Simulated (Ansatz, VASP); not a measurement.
# CsIn: VASP beside Ansatz, part 2 of 2

Wanted: the spread between two codes on one cell, functional and k mesh. The cell is generated by rule, not measured, and may not be a known phase. The cell is taken from a series of runs on this material, whose earlier steps may have relaxed, scaled, displaced or heated it; both programs get it as it stands.

VASP 6.6.1 and Ansatz 0.2.0.

So far: The starting structure; VASP: zone-centre phonons, PBEsol.

## (2) VASP: zone-centre phonons, PBEsol (continued)

Level of this step: PBEsol; plane waves and PAW (Cs_sv, In_d); invented cell (VASP).

Numbers of over 12 decimals in the logs are rounded to 6 here.

From OUTCAR (step 2):

```text
ion  position               nearest neighbor table
   1  0.177  0.823  0.250-
   2  0.823  0.177  0.750-
   3  0.455  0.545  0.750-   4 2.75   4 2.75
   4  0.545  0.455  0.250-   3 2.75   3 2.75

  LATTYP: Found a base centered orthorhombic cell.
 ALAT       =     7.1852320774
 B/A-ratio  =     1.5684554893
 C/A-ratio  =     0.7115482454

 Subroutine GETGRP returns: Found  8 space group operations
 (whereof  4 operations were pure point group operations)

The static configuration has the point symmetry C_2h.
 The point group associated with its full space group is D_2h.

 Found     52 irreducible k-points:

   k-points           NKPTS =     52   k-points in BZ     NKDIM =     52   number of bands    NBANDS=     28

   dimension x,y,z NGX =    50 NGY =   50 NGZ =   40
   dimension x,y,z NGXF=   100 NGYF=  100 NGZF=   80

   ENCUT  =  500.0 eV  36.75 Ry    6.06 a.u.  12.18 12.18  9.32*2*pi/ulx,y,z

   NELECT =      44.0000    total number of electrons

 k-points in reciprocal lattice and weights: Automatic mesh
   0.00000000  0.00000000  0.00000000       0.005
   0.16666667 -0.00000000  0.00000000       0.019
   0.33333333 -0.00000000  0.00000000       0.019
   0.50000000 -0.00000000  0.00000000       0.009
   0.16666667  0.16666667  0.00000000       0.009
   0.33333333  0.16666667  0.00000000       0.019
   0.50000000  0.16666667  0.00000000       0.019
  -0.33333333  0.16666667  0.00000000       0.019
  -0.16666667  0.16666667  0.00000000       0.009
[...]
-0.33333333  0.33333333  0.50000000       0.009
   0.50000000  0.50000000  0.50000000       0.005

 average (electrostatic) potential at core
       1 -50.0090       2 -50.0090       3 -98.4423       4 -98.4423

  Total        0.0094404     -0.0081143     -0.0030630      0.0000000      0.0000000      0.0000000
  in kB        0.0730692     -0.0628049     -0.0237080      0.0000000      0.0000000      0.0000000
  external PRESSURE =      -0.0044812 kB  Pullay stress =       0.0000000 kB

  energy-cutoff  :      500.00
  volume of cell :      207.00
      direct lattice vectors                 reciprocal lattice vectors
     3.592616039 -5.634858347  0.000000000     0.139174349 -0.088733375  0.000000000
     3.592616039  5.634858347  0.000000000     0.139174349  0.088733375  0.000000000
     0.000000000  0.000000000  5.112639278     0.000000000  0.000000000  0.195593694

 POSITION                                       TOTAL-FORCE (eV/Angst)
 -----------------------------------------------------------------------------------
      3.59262      3.63552      1.27816         0.000000      0.002493     -0.000000
      3.59262     -3.63552      3.83448         0.000000     -0.002493     -0.000000
      3.59262      0.51164      3.83448         0.000000     -0.005142      0.000000
      3.59262     -0.51164      1.27816         0.000000      0.005142      0.000000
 -----------------------------------------------------------------------------------
    total drift:                                0.000000     -0.000000      0.000000

 Eigenvectors and eigenvalues of the dynamical matrix
 ----------------------------------------------------

   1 f  =    5.597850 THz    35.172328 2PiTHz  186.724173 cm-1    23.150836 meV
             X         Y         Z           dx          dy          dz
      3.592616  3.635516  1.278160    -0.000000   -0.000000    0.019462
      3.592616 -3.635516  3.834479    -0.000000   -0.000000   -0.019462
      3.592616  0.511635  3.834479     0.000000   -0.000000   -0.706839
      3.592616 -0.511635  1.278160     0.000000    0.000000    0.706839

   2 f  =    3.092144 THz    19.428512 2PiTHz  103.142813 cm-1    12.788073 meV
             X         Y         Z           dx          dy          dz
      3.592616  3.635516  1.278160    -0.000000   -0.012504   -0.000000
      3.592616 -3.635516  3.834479    -0.000000    0.012504    0.000000
      3.592616  0.511635  3.834479     0.000000    0.706996   -0.000000
      3.592616 -0.511635  1.278160     0.000000   -0.706996   -0.000000

   3 f  =    1.892670 THz    11.891993 2PiTHz   63.132661 cm-1     7.827449 meV
             X         Y         Z           dx          dy          dz
      3.592616  3.635516  1.278160     0.601689   -0.000000   -0.000000
      3.592616 -3.635516  3.834479    -0.601689   -0.000000   -0.000000
      3.592616  0.511635  3.834479     0.371444    0.000000    0.000000
      3.592616 -0.511635  1.278160    -0.371444    0.000000   -0.000000

   4 f  =    1.759169 THz    11.053188 2PiTHz   58.679577 cm-1     7.275337 meV
             X         Y         Z           dx          dy          dz
      3.592616  3.635516  1.278160     0.000000    0.477218   -0.000000
      3.592616 -3.635516  3.834479     0.000000    0.477218    0.000000
      3.592616  0.511635  3.834479    -0.000000   -0.521788    0.000000
      3.592616 -0.511635  1.278160    -0.000000   -0.521788    0.000000

   5 f  =    1.743294 THz    10.953442 2PiTHz   58.150042 cm-1     7.209683 meV
             X         Y         Z           dx          dy          dz
      3.592616  3.635516  1.278160    -0.475245    0.000000    0.000000
      3.592616 -3.635516  3.834479    -0.475245    0.000000    0.000000
      3.592616  0.511635  3.834479     0.523586   -0.000000   -0.000000
      3.592616 -0.511635  1.278160     0.523586   -0.000000   -0.000000

   6 f  =    1.557483 THz     9.785956 2PiTHz   51.952049 cm-1     6.441230 meV
             X         Y         Z           dx          dy          dz
      3.592616  3.635516  1.278160    -0.000000   -0.706996    0.000000
      3.592616 -3.635516  3.834479     0.000000    0.706996   -0.000000
      3.592616  0.511635  3.834479    -0.000000   -0.012504    0.000000
      3.592616 -0.511635  1.278160     0.000000    0.012504   -0.000000

   7 f  =    0.909132 THz     5.712247 2PiTHz   30.325390 cm-1     3.759868 meV
             X         Y         Z           dx          dy          dz
      3.592616  3.635516  1.278160    -0.000000   -0.000000   -0.706839
      3.592616 -3.635516  3.834479     0.000000   -0.000000    0.706839
      3.592616  0.511635  3.834479     0.000000   -0.000000   -0.019462
      3.592616 -0.511635  1.278160    -0.000000   -0.000000    0.019462

   8 f  =    0.730593 THz     4.590453 2PiTHz   24.369968 cm-1     3.021490 meV
             X         Y         Z           dx          dy          dz
      3.592616  3.635516  1.278160    -0.000000    0.000000    0.515786
      3.592616 -3.635516  3.834479    -0.000000    0.000000    0.515786
      3.592616  0.511635  3.834479     0.000000    0.000000   -0.483699
      3.592616 -0.511635  1.278160    -0.000000    0.000000   -0.483699

   9 f  =    0.615297 THz     3.866025 2PiTHz   20.524099 cm-1     2.544663 meV
             X         Y         Z           dx          dy          dz
      3.592616  3.635516  1.278160     0.371444   -0.000000   -0.000000
      3.592616 -3.635516  3.834479    -0.371444   -0.000000    0.000000
      3.592616  0.511635  3.834479    -0.601689   -0.000000   -0.000000
      3.592616 -0.511635  1.278160     0.601689   -0.000000    0.000000

  10 f/i=    0.014178 THz     0.089084 2PiTHz    0.472933 cm-1     0.058636 meV
             X         Y         Z           dx          dy          dz
      3.592616  3.635516  1.278160    -0.000000   -0.521788    0.000000
      3.592616 -3.635516  3.834479    -0.000000   -0.521788    0.000000
      3.592616  0.511635  3.834479    -0.000000   -0.477218    0.000000
      3.592616 -0.511635  1.278160    -0.000000   -0.477218    0.000000

  11 f/i=    0.020631 THz     0.129628 2PiTHz    0.688174 cm-1     0.085323 meV
             X         Y         Z           dx          dy          dz
      3.592616  3.635516  1.278160     0.523586   -0.000000    0.000000
      3.592616 -3.635516  3.834479     0.523586   -0.000000    0.000000
      3.592616  0.511635  3.834479     0.475245   -0.000000    0.000000
      3.592616 -0.511635  1.278160     0.475245   -0.000000    0.000000

  12 f/i=    0.050210 THz     0.315480 2PiTHz    1.674834 cm-1     0.207653 meV
             X         Y         Z           dx          dy          dz
      3.592616  3.635516  1.278160     0.000000   -0.000000   -0.483699
      3.592616 -3.635516  3.834479     0.000000   -0.000000   -0.483699
      3.592616  0.511635  3.834479     0.000000   -0.000000   -0.515786
      3.592616 -0.511635  1.278160     0.000000   -0.000000   -0.515786

 ELASTIC MODULI CONTR FROM IONIC RELAXATION (kBar)
 Direction    XX          YY          ZZ          XY          YZ          ZX
 --------------------------------------------------------------------------------
 XX          -7.4620     12.8990     20.3300     -0.0000     -0.0000      0.0000
 YY          12.8990    -33.6350    -34.4368      0.0000      0.0000      0.0000
 ZZ          20.3300    -34.4368    -55.4329      0.0000      0.0000      0.0000
 XY          -0.0000      0.0000      0.0000    -73.1035     -0.0000      0.0000
 YZ          -0.0000      0.0000      0.0000     -0.0000    -77.5697      0.0000
 ZX           0.0000      0.0000      0.0000      0.0000      0.0000      0.0000
 --------------------------------------------------------------------------------
```

The gap is under twice the smearing width, so the edge states are partly filled and the run can't tell a small gap from a semimetal. Methfessel-Paxton smearing is not meant for a cell with a gap.

## (3) Ansatz: zone-centre phonons, PBEsol

Ansatz runs on its default PAW (the set named soft_2) files.

The same cell, functional, mesh and smearing now go to Ansatz, which takes its cutoff from its data sets.

Input file input.yaml:

```yaml
crystal:
  lattice:
    - [3.5926160387, -5.6348583469, 0.0]
    - [3.5926160387, 5.6348583469, 0.0]
    - [0.0, 0.0, 5.1126392777]
  atoms:
    - { symbol: Cs, position: [0.1774084029, 0.8225915971, 0.25] }
    - { symbol: Cs, position: [0.8225915971, 0.1774084029, 0.75] }
    - { symbol: In, position: [0.454600894, 0.545399106, 0.75] }
    - { symbol: In, position: [0.545399106, 0.454600894, 0.25] }
kpoints:
  mp_grid: { grid: [6, 6, 6] }
hamiltonian:
  xc: pbesol
scf:
  occupations: { method: methfessel_paxton, width: 0.15 }
output:
  eigenvalues: true
phonons:
  method: dfpt
```

The run is started by

```sh
ansatz run input.yaml --threads 4 --pin off --max-ram 7168MiB --backend cpu --events-out ev --progress --plain --runs-dir out
```

Log:

```text
zone centre: on kpoints.mp_grid the ground state, and the responses unless they are solved on pairs of k-points, stand on 52 of the mesh's 216 k-points, reduced under 4 symmetry operations, with k and −k counted as one. Each operation leaves every solved displacement unchanged or reverses it
Engine: ansatz 0.2.0, aarch64-unknown-linux-gnu
Pseudopotentials: kind: paw
Pseudopotential: Cs, paw, valence charge 9, recommended cutoff 420 eV (normal), Cs.paw.azcp
Pseudopotential: In, paw, valence charge 13, recommended cutoff 420 eV (normal), In.paw.azcp
Functional definition: PBEsol
  exchange = pbesol_x
  correlation = pbesol_c
Crystal: 4 atoms, lattice volume = 206.999 Å³
Basis set: ecut = 420 eV, 4039 PW (Γ), exchange–correlation on 90×90×72 points (8 copies of the dense FFT grid, shifted against one another)
Bands: 27, of which v1, the nominal top of the filled ones, is band 22 counted from 1 (21 counted from 0)
Symmetry: 8 space group operations
k-points: 52 of 216 (irreducible under 4 space group operations, time reversal used)
Non-local potential: Cs, projectors of the file, l = 0: 3, l = 1: 2, l = 2: 2, l = 3: 2
Non-local potential: In, projectors of the file, l = 0: 2, l = 1: 2, l = 2: 2, l = 3: 2
PAW form: soft (Blöchl's): semilocal exchange-correlation on the pseudo side does not see the compensation charge
PAW frozen core: Cs, regenerated for the run's functional, and the local potential with it (the file was generated under x = pbe(κ = 0.804, μ = 0.219515), c = pbe(β = 0.066725))
PAW frozen core: In, regenerated for the run's functional, and the local potential with it (the file was generated under x = pbe(κ = 0.804, μ = 0.219515), c = pbe(β = 0.066725))
PAW one-centre angular grid: Cs, 194 points (default); XC on 64 Gauss nodes
PAW one-centre angular grid: In, 590 points (default); XC on 64 Gauss nodes
Initial density: superposition of atomic densities (neutral atoms: chi_scale 0, normalization atom), corrected by the library's trained network
Initial wavefunctions: pseudopotential atomic-orbital guess
Functional: x = pbesol(κ = 0.804, μ = 0.123457), c = pbesol(β = 0.046)
SCF iter   1: F=—  HF=-22222.629834 eV  |F-HF|=—  |Δ(HF+E_count)|=         —  Δρ=2.83e-3  dr2=4.90e-2  ethr=1.77e-3  ⟨swp⟩=7.6  Hψ=7477  notcnv=0
preconditioner: auto → Resta (q_TF=auto, 2.108 Å⁻¹)  ε∞=2.7  [insulator: Δε(μ)=0.254 eV  Ē_g=12.374 eV  σ=0.150 eV  W_gap=0.96  n_scr=30 (ndim 8)  ℏωp=16.3 eV  f_vac=0.040  D(μ)=-0.13/eV (n_scr^D=0)  ε∞_Penn≈2.7]
SCF iter   2: F=—  HF=-22222.620206 eV  |F-HF|=—  |Δ(HF+E_count)|=   9.63e-3  S|Δr|=    0.00e0  Δρ=1.38e-3  dr2=1.18e-2  ethr=1.11e-4  ⟨swp⟩=2.0  Hψ=1937  notcnv=0
SCF iter   3: F=—  HF=-22222.619025 eV  |F-HF|=—  |Δ(HF+E_count)|=   1.18e-3  S|Δr|=    0.00e0  Δρ=3.59e-4  dr2=6.62e-4  ethr=2.69e-5  ⟨swp⟩=2.0  Hψ=1650  notcnv=0
SCF iter   4: F=—  HF=-22222.619334 eV  |F-HF|=—  |Δ(HF+E_count)|=   3.08e-4  S|Δr|=    0.00e0  Δρ=1.21e-4  dr2=5.03e-5  ethr=1.51e-6  ⟨swp⟩=2.1  Hψ=2482  notcnv=0
SCF iter   5: F=—  HF=-22222.619368 eV  |F-HF|=—  |Δ(HF+E_count)|=   3.48e-5  S|Δr|=    0.00e0  Δρ=2.41e-5  dr2=1.64e-6  ethr=1.14e-7  ⟨swp⟩=2.0  Hψ=2466  notcnv=0
SCF iter   6: F=—  HF=-22222.619368 eV  |F-HF|=—  |Δ(HF+E_count)|=   6.64e-7  S|Δr|=    0.00e0  Δρ=5.89e-6  dr2=1.55e-7  ethr=3.72e-9  ⟨swp⟩=2.1  Hψ=2553  notcnv=0
SCF iter   7: F=—  HF=-22222.619368 eV  |F-HF|=—  |Δ(HF+E_count)|=   1.92e-7  S|Δr|=    0.00e0  Δρ=2.16e-6  dr2=1.33e-8  ethr=3.53e-10  ⟨swp⟩=2.3  Hψ=2506  notcnv=0
SCF iter   8: F=—  HF=-22222.619368 eV  |F-HF|=—  |Δ(HF+E_count)|=   1.02e-8  S|Δr|=    0.00e0  Δρ=1.12e-6  dr2=2.85e-9  ethr=3.03e-11  ⟨swp⟩=2.0  Hψ=2457  notcnv=0
SCF iter   9: F=—  HF=-22222.619368 eV  |F-HF|=—  |Δ(HF+E_count)|=  5.46e-11  S|Δr|=    0.00e0  Δρ=1.76e-7  dr2=9.86e-11  ethr=6.47e-12  ⟨swp⟩=2.0  Hψ=2451  notcnv=0
SCF iter  10: F=-22222.619368 eV  HF=-22222.619368 eV  |F-HF|=7.28e-12  |Δ(HF+E_count)|=  8.37e-11  S|Δr|=    0.00e0  Δρ=4.07e-8  dr2=4.86e-12  ethr=1.00e-12  ⟨swp⟩=8.0  Hψ=8027  notcnv=0
SCF 1 converged in 10 iterations: F = -22222.619368 eV  dr2 = 4.86e-12
  greatest PAW one-centre occupation: 0.981 electrons in one spin orbital (limit 2), on the In atom at site 3 (counted from 0), in its partial waves of l = 2
DFPT response loops at Γ: preconditioner auto → Kerker (q_TF=auto, 2.108 Å⁻¹) (partly filled bands, converged f_vac=0.052); β = 1.00, the filter's whole step (`scf.mixing.beta` (0.50) is not read by the response loops under this deck's `scf.mixing.preconditioner`; to damp them name `kerker` or `kerker_dos`, under which they read `scf.mixing.beta`, and type it under 1.00, their step now; both keys bind the ground state too); Broyden in place of MSR1
SCF converged after 10 iterations
Stability not checked: this state was not tested for a lower state beside it, because cold or Methfessel-Paxton smearing, or corrected tetrahedra, fill the levels in a way that the test cannot read (fill_not_monotonic; see scf.lower_state_search)
Free energy (F): -22222.619368 eV
Harris-Foulkes:  -22222.619368 eV  (|F-HF|=7.28e-12)
Internal energy: -22222.624593 eV  (E = F + TS)
E sigma→0 (E₀):  -22222.620674 eV
Entropy (-TS):   0.005226 eV (1.306 meV/atom)
Fermi energy:    5.087371 eV
Step filling:    the computed levels leave a gap of 0.2258 eV = 1.5 smearing widths at the electron count; against every level under it full and every level over it empty, smearing changes F+E_penalty+E_count by +1.073 meV and its σ→0 estimate by -0.234 meV
--- Per-component energies (eV) ---
  E_band       = -293.331686
  E_kinetic    = 768.924458
  E_local      = -4026.457972  (includes V_loc(G=0)·N_el)
  E_nonlocal   = 796.190090
  E_hartree    = 1630.895525
  E_xc         = -772.289491
  E_vxc        = -451.683957  (∫ρ·V_xc dr)
  E_paw        = -18130.481984  (= ΣΔE_a)
  E_vpaw       = -642.095371  (= ΣTr[D̂ρ^β])
  E_aug_tail   = 0.000047  (compensation charges beyond the density's cutoff)
  E_ewald      = -2490.165390
  E_core_change = 0.760125  (= ΣΔE_core)
  E_smearing   = 0.005226  (= −TS)
  E_closure    = 0.000000  (closes the sum)
  Σ components = -22222.619368   (vs F -22222.619368, Δ=0.00e0)
--- Band table (eV; the first three rows and the last of 52) ---
  k-point 0: bands = [... 18 lower, -1.6006, 2.9305, 4.1547, 4.6056, 5.2930, 5.7682, 7.1523, 7.2597, ... 1 higher]
  k-point 1: bands = [... 18 lower, -1.4307, 2.3136, 4.2124, 4.3111, 5.5238, 6.6020, 6.6351, 7.4270, ... 1 higher]
  k-point 2: bands = [... 18 lower, -0.9264, 1.0465, 4.3302, 4.7694, 5.4409, 6.4429, 6.5280, 7.4426, ... 1 higher]
  k-point 51: bands = [... 18 lower, -0.0224, -0.0224, 4.7011, 4.7011, 5.6400, 5.6400, 7.4075, 7.4075, ... 1 higher]
--- Phonons (Γ-DFPT): 6 representative perturbations + reference, on 52 of 216 k-points (Σ response iterations 18) ---
  k mesh reduced under 4 symmetry operations, with k and −k counted as one. Each operation leaves every solved displacement unchanged or reverses it
  ASR residual: 8.849e-5 → 0.000e0 eV/Å²; symmetrization residual: 6.519e-5 eV/Å²
  ASR residual per site (eV/Å²): 7.65e-5 7.65e-5 8.85e-5 8.85e-5
  Γ frequencies (cm⁻¹): 0.00 0.00 0.00 18.53 25.39 30.25 51.87 57.19 58.15 63.21 99.77 188.76
  non-analytic LO–TO correction: not included (Born effective charges unavailable; polar crystals: no LO–TO splitting at Γ)
```

## (4) Comparison

Known differences besides the potentials themselves: the cutoff is 420 eV in Ansatz and 500 eV in VASP; Ansatz makes its cores anew for this functional, VASP keeps those of its PBE data sets. Total energies have different zeros and are not compared.

Both answers:

| quantity | Ansatz | VASP | difference |
| --- | --- | --- | --- |
| optical mode 1 (cm⁻¹) | 18.5 | 20.5 | -2.0 |
| optical mode 2 (cm⁻¹) | 25.4 | 24.4 | +1.0 |
| optical mode 3 (cm⁻¹) | 30.2 | 30.3 | -0.1 |
| optical mode 4 (cm⁻¹) | 51.9 | 52.0 | -0.16 % |
| optical mode 5 (cm⁻¹) | 57.2 | 58.2 | -1.65 % |
| optical mode 6 (cm⁻¹) | 58.1 | 58.7 | -0.90 % |
| optical mode 7 (cm⁻¹) | 63.2 | 63.1 | +0.12 % |
| optical mode 8 (cm⁻¹) | 99.8 | 103.1 | -3.27 % |
| optical mode 9 (cm⁻¹) | 188.8 | 186.7 | +1.09 % |

Modes are paired by rising frequency, not by their patterns, so a pair may set unlike modes beside each other; they are those without the splitting of longitudinal modes.

## (5) What came out

| Property | Result |
| --- | --- |
| r.m.s. difference of the optical zone-centre modes, each program's sorted by frequency (zone-centre phonons, PBEsol) | 1.6 cm⁻¹ |
| difference in optical mode 8 (zone-centre phonons, PBEsol) | -3.3 % |

What this shows: The r.m.s. difference of the optical zone-centre modes, each program's sorted by frequency is 1.6 cm⁻¹ (zone-centre phonons, PBEsol). Among the rows given in per cent, the largest difference of the zone-centre phonons, PBEsol pair is in optical mode 8, -3.3 %. How closely two codes agree says nothing of how well the functional describes the real material.

[Lines on the potential files, build, host, timing and source positions are cut from VASP's logs without a mark.]

[Logs are printed without paths, hosts, clocks, repeated set-up lines and the standing remarks that a program may print on its own settings, such as how far it seeks lower states.]

[Hosts, paths, dates, database ids (printed as entryN), source tags and the programs' standing remarks are cut or masked in the printed files.]
